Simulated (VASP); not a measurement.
The system is Ni.

```
CELL_PARAMETERS angstrom
0.00000 1.76000 1.76000
1.76000 0.00000 1.76000
1.76000 1.76000 0.00000
ATOMIC_POSITIONS crystal
Ni 0.00000 0.00000 0.00000
```

The cell was built by a generator and needn't be a form met in nature.

Base run:

| Item | Value |
| --- | --- |
| Program | VASP 6.6.1 |
| Functional | PBEsol |
| Potentials or basis | VASP PAW PBE potentials, release 64 (Ni) |
| Cutoff | 500 eV |
| k mesh | 31 × 31 × 31 |
| Occupations | methfessel-paxton, width 0.1 eV |
| Spin | collinear spin, ferromagnetic start |
| Starting moments | [0.8] μB |

Its results: band gap on the k mesh none (metal or under the smearing width); pressure -9.9 GPa; net moment 0.64 μB per cell; site moments Ni +0.65 μB.

Problem. After a change of settings the same cell gave: band gap on the k mesh none (metal or under the smearing width); pressure -8.9 GPa; net moment 0.46 μB per cell; site moments Ni +0.47 μB. Which change was it?
A. functional from PBEsol to PBE; cutoff from 500 eV to 520 eV
B. functional from PBEsol to r2SCAN; cutoff from 500 eV to 520 eV
C. cutoff from 500 eV to 520 eV; occupations from methfessel-paxton, width 0.1 eV to gaussian, width 0.5 eV
D. cutoff from 500 eV to 520 eV; occupations from methfessel-paxton, width 0.1 eV to fermi-dirac, width 0.03 eV

Solution. C.

Caveats: the PAW data sets were made with another functional, which shifts forces and pressure a little.

Not every run made on this cell is shown here.
